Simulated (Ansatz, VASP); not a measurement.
# Two plane-wave programs on CdSiN2

The input INCAR:

```
  PREC = Accurate
  ENCUT = 520
  EDIFF = 1E-7
  ISMEAR = 0
  SIGMA = 0.01
  LREAL = F
  LASPH = T
  NELM = 100
  ALGO = Normal
  ISIF = 2
  LWAVE = F
  LCHARG = T
  GGA = PE
  LELF = T
  LVHAR = T
  NBANDS = 21
```

File KPOINTS:

```
Automatic mesh
0
Gamma
  4 4 4
```

The input POSCAR:

```
CdSiN2
1.0
    3.0339884469      0.0000000000      0.0000000000
    0.0000000000      3.0339884469      0.0000000000
    0.0000000000      0.0000000000      5.1102333306
Cd N Si
1 2 1
Direct
    0.0000000000      0.0000000000      0.0000000000
    0.0000000000      0.5000000000      0.3197391371
    0.5000000000      0.0000000000      0.6802608629
    0.5000000000      0.5000000000      0.5000000000
```

Input for Ansatz:

```yaml
crystal:
  lattice:
    - [3.0339884469, 0.0, 0.0]
    - [0.0, 3.0339884469, 0.0]
    - [0.0, 0.0, 5.1102333306]
  atoms:
    - { symbol: Cd, position: [0.0, 0.0, 0.0] }
    - { symbol: "N", position: [0.0, 0.5, 0.3197391371] }
    - { symbol: Si, position: [0.5, 0.5, 0.5] }
    - { symbol: "N", position: [0.5, 0.0, 0.6802608629] }
kpoints:
  mp_grid: { grid: [4, 4, 4] }
hamiltonian:
  xc: pbe
scf:
  occupations: { method: fixed }
output:
  optics:
    e_range: [2, 30]
    de: 0.1
    sigma: 0.25
    scissors: 0.6
    scheme: fermi_dirac
    bands: auto
  write_density: true
  write_potential: true
  elf: true
  volumetric_format: npy
```

Alike in both runs: task single point; functional PBE; k mesh 4 × 4 × 4; no spin polarisation.

```csv
,VASP,Ansatz
version,VASP 6.6.1,Ansatz 0.2.0
potentials or method,"VASP PAW PBE potentials, release 64 (Cd, N, Si)","plane waves, PAW"
plane-wave cutoff (eV),520,420
occupations,"gaussian, width 0.01 eV",fixed
valence electrons in the cell,26,34
```

|  | VASP | Ansatz | Ansatz less VASP |
| --- | --- | --- | --- |
| gap on the k mesh at the Fermi level (eV) | 1.17 | 1.15 | -0.025 |

The two sets of potentials don't hold the same shells in valence.

Caveats: the k mesh is coarse (spacing up to 0.52 Å⁻¹), so the values aren't converged. A k mesh can miss the band edges. As with any semilocal functional, this PBE gap is likely too small.
